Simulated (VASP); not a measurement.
Given:

```
HfO2
1.0
    0.00000     2.56744     2.56744
    2.56744     0.00000     2.56744
    2.56744     2.56744     0.00000
Hf O
1 2
Cartesian
  0.00000   0.00000   0.00000
  1.28372   1.28372   1.28372
  3.85117   3.85117   3.85117
```

Computed with r2SCAN meta-GGA, VASP's PBE PAW potentials (set 64) (plane waves; VASP). Numerical set-up: 600 eV cut-off, 8×8×8 Γ-centred mesh, Gaussian smearing of 0.050 eV, potentials Hf_pv O.

### Question
What does the run give for the energy per atom (σ→0), pressure?

### Answer

energy per atom (σ→0): -22823 meV/atom
pressure: -14.88 GPa

Only differences to runs with the same potentials and settings are physical.

The compound is HfO2 in the fluorite structure, the high-temperature cubic form, which is unstable at 0 K; the monoclinic form is the stable one. This cell was strained or had an atom moved on purpose.
